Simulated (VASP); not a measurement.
Crystal: GeSb2Te4.

```
Ge Sb Te
1.0
    -2.54284    4.22815    5.51165
     2.54284   -4.22815    5.51165
     2.54284    4.22815   -5.51165
Ge Sb Te
1 2 4
Direct
  0.00000 0.50000 0.50000
  0.83365 0.00000 0.83365
  0.16635 0.00000 0.16635
  0.50000 0.77708 0.27708
  0.50000 0.22292 0.72292
  0.71555 0.50000 0.21555
  0.28445 0.50000 0.78445
```

The cell was built by a generator and needn't be a form met in nature.

| Item | Value |
| --- | --- |
| Program | VASP 6.6.1 |
| Task | relaxation of cell and atoms |
| Functional | PBE |
| Potentials or basis | VASP PAW PBE potentials, release 64 (Ge_d, Sb, Te) |
| Cutoff | 520 eV |
| k mesh | 3 × 3 × 3 |
| Occupations | gaussian, width 0.15 eV |
| Spin | no spin polarisation |

At the start: pressure 49.1 GPa; volume 33.86 Å³/atom.

How do energy, volume and symmetry change on relaxing?

Over 23 steps the energy falls by 2841.6 meV/atom and the volume is 49.63 Å³/atom (+46.6 %); space group Immm (No. 71, to 0.05 Å).

Step by step:
```
step  energy change (eV)  largest force (eV/Å)  pressure (GPa)  volume (Å³)
   1              0.0000               12.4509           49.06       237.03
   2             -5.3882                2.2744           -6.23       724.72
   3            -17.3816                1.4525           -2.66       407.49
   4            -17.7366                1.4453           -2.08       392.40
   5            -18.1167                3.2602            1.91       341.39
   6            -18.1856                2.4617            0.10       359.27
   7            -18.1936                2.6002            0.24       356.10
   8            -18.1940                2.7156            0.51       353.48
   9            -18.7797                1.5515           -1.39       361.88
  10            -18.8372                1.6241           -1.90       365.97
  11            -19.3447                1.4144           -0.34       346.92
  12            -19.4218                1.0997            0.71       337.99
  13            -19.6371                0.5531            0.70       339.92
  14            -19.7285                0.5234            0.83       341.72
  15            -19.8062                0.4316           -0.82       354.79
  16            -19.8102                0.4505           -0.40       352.25
  17            -19.8587                0.3053           -0.33       350.29
  18            -19.8702                0.3229           -0.24       349.08
  19            -19.8706                0.3206           -0.08       348.74
  20            -19.8885                0.0532            0.09       346.64
  21            -19.8890                0.0338            0.13       346.34
  22            -19.8901                0.0413           -0.18       348.35
  23            -19.8912                0.0385           -0.11       347.44
```

Final structure:
```yaml
crystal:
  lattice:
    - [-2.82076, 5.75943, 5.34658]
    - [2.82076, -5.75943, 5.34658]
    - [2.82076, 5.75943, -5.34658]
  atoms:
    - { symbol: Ge, position: [0.00000, 0.50000, 0.50000] }
    - { symbol: Sb, position: [0.88087, 0.00000, 0.88087] }
    - { symbol: Sb, position: [0.11913, 0.00000, 0.11913] }
    - { symbol: Te, position: [0.50000, 0.75441, 0.25442] }
    - { symbol: Te, position: [0.50000, 0.24558, 0.74558] }
    - { symbol: Te, position: [0.75621, 0.50000, 0.25621] }
    - { symbol: Te, position: [0.24379, 0.50000, 0.74379] }
```

Caveat: the k mesh is coarse (spacing up to 0.48 Å⁻¹), so the values aren't converged; the volume moved by over 15 % at a fixed basis, so the end points are rough.
